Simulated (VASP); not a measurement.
SnSe2:

```
Sn Se
1.0
     3.84084    0.00000    0.00000
    -1.92042    3.32627    0.00000
     0.00000    0.00000    6.00733
Sn Se
1 2
Direct
  0.00000 0.00000 0.00000
  0.33333 0.66667 0.26551
  0.66667 0.33333 0.73449
```

Base run:

- Program: VASP 6.6.1
- Functional: PBE
- Potentials or basis: VASP PAW PBE potentials, release 64 (Sn_d, Se)
- Cutoff: 520 eV
- k mesh: 9 × 9 × 5
- Occupations: gaussian, width 0.03 eV
- Spin: no spin polarisation

Its results: band gap on the k mesh 0.43 eV, indirect (least direct gap 0.81 eV).

Task: The run is repeated on the same cell with these changes: functional from PBE to TB-mBJ. What comes out?

Result: Band gap on the k mesh 0.98 eV, indirect (least direct gap 1.47 eV).

Caveats: spin-orbit coupling is left out, which moves the levels of the heavy elements.
